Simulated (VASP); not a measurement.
Consider the following.

```
HfSi
1.0
    3.61373     0.00000     0.00000
   -1.80686     3.12958     0.00000
    0.00000     0.00000     3.52682
Hf Si
1 1
Direct
  0.00000   0.00000   0.00000
  0.66667   0.33333   0.50000
```

Method: r2SCAN meta-GGA, VASP's PBE PAW potentials (set 64) (plane waves; VASP). Run with 400 eV cut-off, 11×11×9 Γ-centred mesh, first-order Methfessel-Paxton smearing of 0.10 eV, potentials Hf_pv Si.

Energy and stress use the plane-wave basis of the starting cell.

**Question.** The ions, cell shape and volume are relaxed. Which structure does the run end with?

**Answer.** 
```
HfSi
1.0
    4.02316     0.00000     0.00000
   -2.01158     3.48416     0.00000
    0.00000     0.00000     2.94066
Hf Si
1 1
Direct
  0.00000   0.00000   0.00000
  0.66667   0.33333   0.50000
```
Space group P-6m2 (187), at a tolerance of 0.03 Å.

**Question.** How do energy and volume change from the first to the last step?

**Answer.** The energy (σ→0) changes by -147.1 meV/atom and the volume by +3.3 %, in 13 ionic steps.

The structure was generated: HfSi was put into the WC type (P-6m2), which need not be its known phase. This run relaxes it. Symmetry was kept, so distortions that lower it aren't found.
